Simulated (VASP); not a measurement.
Method: PBE GGA, VASP's PBE PAW potentials (set 64) (plane waves; VASP 6.6.1).

VASP ran on this input.

**KPOINTS**
```
k-points along high-symmetry lines
10
Line-mode
Reciprocal
  0.000000   0.000000   0.000000 ! GAMMA
  0.000000   0.500000   0.000000 ! X

  0.000000   0.500000   0.000000 ! X
  0.500000   0.500000   0.000000 ! M

  0.500000   0.500000   0.000000 ! M
  0.000000   0.000000   0.000000 ! GAMMA

  0.000000   0.000000   0.000000 ! GAMMA
  0.000000   0.000000   0.500000 ! Z

  0.000000   0.000000   0.500000 ! Z
  0.000000   0.500000   0.500000 ! R

  0.000000   0.500000   0.500000 ! R
  0.500000   0.500000   0.500000 ! A

  0.500000   0.500000   0.500000 ! A
  0.000000   0.000000   0.500000 ! Z

  0.000000   0.500000   0.000000 ! X
  0.000000   0.500000   0.500000 ! R

  0.500000   0.500000   0.000000 ! M
  0.500000   0.500000   0.500000 ! A
```

File POSCAR:
```
PbO
1.0
  4.0566560701   0.0000000000   0.0000000000
  0.0000000000   4.0566560701   0.0000000000
  0.0000000000   0.0000000000   5.4520768857
Pb O
2 2
Direct
  0.5000000000   0.0000000000   0.7814729658
  1.0000000000   0.5000000000   0.2185270342
  0.5000000000   0.5000000000   1.0000000000
  1.0000000000   0.0000000000   1.0000000000
```

**INCAR**
```
ICHARG=11
ISMEAR=0   # Gaussian
SIGMA=0.05   # width (eV)
LWAVE=.FALSE.
NELM=100
PREC=Accurate
LMAXMIX=4   # l cut-off of mixed one-centre charges
LREAL=.FALSE.   # projection in real space or not
LCHARG=.FALSE.
ENCUT=520
LASPH=.TRUE.   # aspherical one-centre terms
GGA=PE
ALGO=Normal   # blocked Davidson
EDIFF=1E-6   # SCF stop (eV)
SYSTEM=PbO
```

POTCAR, in this order: Pb_d O (PBE.64 set). Program: vasp_std. Read from the step before: CHGCAR.

Problem. What will the output report for the number of irreducible k-points (NKPTS), largest plane-wave count, number of space-group operations, FFT grid (NGX, NGY, NGZ)?

Solution. 
- number of irreducible k-points (NKPTS) = 90
- largest plane-wave count = 2439
- number of space-group operations = 16
- FFT grid (NGX, NGY, NGZ) = 30 × 30 × 42

The compound is PbO in the litharge structure. It was relaxed first, which changed the volume by +13 %.
